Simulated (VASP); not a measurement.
All values below come from PBE GGA, VASP's PBE PAW potentials (set 64) (plane waves; VASP 6.6.1).

A VASP calculation is set up with these files.

POSCAR:
```
Ga35N35O
1
    4.8683178927    -8.4321738171     0.0000000000
    4.8683178927     8.4321738171     0.0000000000
    0.0000000000     0.0000000000    10.5562839806
Ga N O
35 35 1
Direct
  0.2232980000   0.1178400000   0.2535570000
  0.1111110000   0.2222220000   0.0000000000
  0.2236670000   0.1151180000   0.7511530000
  0.1116110000   0.2201780000   0.5045650000
  0.2222220000   0.4444440000   0.2500000000
  0.1111110000   0.5555560000   0.0000000000
  0.2222220000   0.4444440000   0.7500000000
  0.1111110000   0.5555560000   0.5000000000
  0.2222220000   0.7777780000   0.2500000000
  0.1111110000   0.8888890000   0.0000000000
  0.2222220000   0.7777780000   0.7500000000
  0.1111110000   0.8888890000   0.5000000000
  0.5541090000   0.1085110000   0.2531100000
  0.4444440000   0.2222220000   0.0000000000
  0.5548390000   0.1116940000   0.7530730000
  0.5564580000   0.4490470000   0.2480600000
  0.4444440000   0.5555560000   0.0000000000
  0.5604160000   0.4461210000   0.7515110000
  0.4480330000   0.5619390000   0.4961040000
  0.5555560000   0.7777780000   0.2500000000
  0.4444440000   0.8888890000   0.0000000000
  0.5555560000   0.7777780000   0.7500000000
  0.4444440000   0.8888890000   0.5000000000
  0.8888890000   0.1111110000   0.2500000000
  0.7777780000   0.2222220000   0.0000000000
  0.8888890000   0.1111110000   0.7500000000
  0.7766620000   0.2240030000   0.5041540000
  0.8888890000   0.4444440000   0.2500000000
  0.7777780000   0.5555560000   0.0000000000
  0.8888890000   0.4444440000   0.7500000000
  0.7779330000   0.5581640000   0.5035010000
  0.8888890000   0.7777780000   0.2500000000
  0.7777780000   0.8888890000   0.0000000000
  0.8888890000   0.7777780000   0.7500000000
  0.7777780000   0.8888890000   0.5000000000
  0.2220850000   0.1097950000   0.4387180000
  0.1111110000   0.2222220000   0.1885000000
  0.2222220000   0.1111110000   0.9385000000
  0.1111110000   0.2222220000   0.6885000000
  0.2222220000   0.4444440000   0.4385000000
  0.1111110000   0.5555560000   0.1885000000
  0.2222220000   0.4444440000   0.9385000000
  0.1111110000   0.5555560000   0.6885000000
  0.2222220000   0.7777780000   0.4385000000
  0.1111110000   0.8888890000   0.1885000000
  0.2222220000   0.7777780000   0.9385000000
  0.1111110000   0.8888890000   0.6885000000
  0.5576730000   0.1158910000   0.4420290000
  0.4444440000   0.2222220000   0.1885000000
  0.5555560000   0.1111110000   0.9385000000
  0.4403650000   0.2195880000   0.6891000000
  0.4444440000   0.5555560000   0.1885000000
  0.5555560000   0.4444440000   0.9385000000
  0.4444440000   0.5555560000   0.6885000000
  0.5555560000   0.7777780000   0.4385000000
  0.4444440000   0.8888890000   0.1885000000
  0.5555560000   0.7777780000   0.9385000000
  0.4444440000   0.8888890000   0.6885000000
  0.8888890000   0.1111110000   0.4385000000
  0.7777780000   0.2222220000   0.1885000000
  0.8888890000   0.1111110000   0.9385000000
  0.7777780000   0.2222220000   0.6885000000
  0.8888890000   0.4444440000   0.4385000000
  0.7777780000   0.5555560000   0.1885000000
  0.8888890000   0.4444440000   0.9385000000
  0.7777780000   0.5555560000   0.6885000000
  0.8888890000   0.7777780000   0.4385000000
  0.7777780000   0.8888890000   0.1885000000
  0.8888890000   0.7777780000   0.9385000000
  0.7777780000   0.8888890000   0.6885000000
  0.5585590000   0.4474720000   0.4432890000
```

KPOINTS:
```
Automatic mesh
0
Gamma
1 1 1
0 0 0
```

**INCAR**
```
ALGO  =  Fast
EDIFF  =  1E-5
EDIFFG  =  -0.03
ENCUT  =  400
GGA  =  PE
IBRION  =  2
ISIF  =  2
ISMEAR  =  0
ISYM  =  0
LASPH  =  .True.
LCHARG  =  .False.
LMAXMIX  =  4
LREAL  =  Auto
LWAVE  =  .False.
NELECT  =  288.0
NELM  =  100
NELMIN  =  4
NSW  =  70
PREC  =  Normal
SIGMA  =  0.05
SYSTEM  =  Ga35N35O
```

POTCAR, in this order: Ga N O (PBE.64 set). Program: vasp_gam.

The cell is charged, with a uniform compensating background. The supercell is sampled at Γ alone, which is coarse: total energies, pressure and levels can be off, energies of defects by several tenths of an eV.

Task: Predict the energy per atom (σ→0).

Result: 
```
Property                        Value
---------------------  --------------
energy per atom (σ→0)  -5.886 eV/atom
```

OSZICAR:
```
...
RMM:   4    -0.417933462754E+03    0.18388E-06   -0.24317E-06   180   0.291E-03
  23 F= -.41793346E+03 E0= -.41793346E+03  d E =-.368831E-03
       N       E                     dE             d eps       ncg     rms          rms(c)
DAV:   1    -0.417933561104E+03   -0.98166E-04   -0.10551E-01   360   0.751E-01    0.548E-02
RMM:   2    -0.417933691251E+03   -0.13015E-03   -0.16548E-03   360   0.829E-02    0.254E-02
RMM:   3    -0.417933709091E+03   -0.17841E-04   -0.31173E-04   380   0.312E-02    0.186E-02
RMM:   4    -0.417933703033E+03    0.60582E-05   -0.43494E-05   262   0.135E-02
  24 F= -.41793370E+03 E0= -.41793370E+03  d E =-.240279E-03
```

The cell is a supercell with a defect, built from GaN (wurtzite): O_N-vac_Ga, charge -2. The run is not spin-polarised, so no state with unpaired spins was tried.
